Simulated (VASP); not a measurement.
VASP runs on MnO (rock salt, AFM-II order) share one base input (PBE GGA, plane waves, VASP's PBE PAW potentials (set 64)) and change the settings named in each case.

INCAR:
```
SYSTEM = MnO
PREC = Accurate
ENCUT = 520
EDIFF = 1E-6
NELM = 100
ALGO = Normal
LREAL = .FALSE.
LASPH = .TRUE.
ISMEAR = 0
SIGMA = 0.05
GGA = PE
LMAXMIX = 4
ISPIN = 2
MAGMOM = 5.0 -5.0 0.0 0.0
LORBIT = 10
LWAVE = .FALSE.
LCHARG = .FALSE.
ISIF = 2
```

### POSCAR
```
MnO
1
    4.5288000000     2.2644000000     2.2644000000
    2.2644000000     4.5288000000     2.2644000000
    2.2644000000     2.2644000000     4.5288000000
Mn O
2 2
Direct
  0.0000000000   0.0000000000   0.0000000000
  0.5000000000   0.5000000000   0.5000000000
  0.2500000000   0.2500000000   0.2500000000
  0.7500000000   0.7500000000   0.7500000000
```

**KPOINTS**
```
Automatic mesh
0
Gamma
7 7 7
0 0 0
```

POTCAR, in this order: Mn_pv O (PBE.64 set). Program: vasp_std.

```json
[
 {"change": "base run", "E(σ→0) (eV/atom)": "-8.2612", "pressure (GPa)": "-7.78"},
 {"change": "LDAU = .TRUE., LDAUJ = 0 0, LDAUL = 2 -1, LDAUTYPE = 2, LDAUU = 1.0 0", "E(σ→0) (eV/atom)": "-8.1183", "pressure (GPa)": "-6.27"},
 {"change": "LDAU = .TRUE., LDAUJ = 0 0, LDAUL = 2 -1, LDAUTYPE = 2, LDAUU = 2.0 0", "E(σ→0) (eV/atom)": "-7.9888", "pressure (GPa)": "-5.04"},
 {"change": "LDAU = .TRUE., LDAUJ = 0 0, LDAUL = 2 -1, LDAUTYPE = 2, LDAUU = 3.0 0", "E(σ→0) (eV/atom)": "-7.8705", "pressure (GPa)": "-3.92"},
 {"change": "LDAU = .TRUE., LDAUJ = 0 0, LDAUL = 2 -1, LDAUTYPE = 2, LDAUU = 4.0 0", "E(σ→0) (eV/atom)": "-7.7615", "pressure (GPa)": "-3.04"},
 {"change": "LDAU = .TRUE., LDAUJ = 0 0, LDAUL = 2 -1, LDAUTYPE = 2, LDAUU = 5.0 0", "E(σ→0) (eV/atom)": "-7.6609", "pressure (GPa)": "-2.15"},
 {"change": "LDAU = .TRUE., LDAUJ = 0 0, LDAUL = 2 -1, LDAUTYPE = 2, LDAUU = 6.0 0", "E(σ→0) (eV/atom)": "-7.5676", "pressure (GPa)": "-1.36"}
]
```
 Energies of different potentials or functionals have different zeros.

Left out are runs that ran out of time, are held back, or changed the cell or the kind of run, fixed moments of cells without a moment, rows past the twelfth, gaps on odd meshes, pressures of charged cells and columns that move by less than the noise.

The compound is MnO in the rock salt, AFM-II order structure. The cell was not relaxed at this level. The spin order is the one that the start imposed; others were not tried in this run.
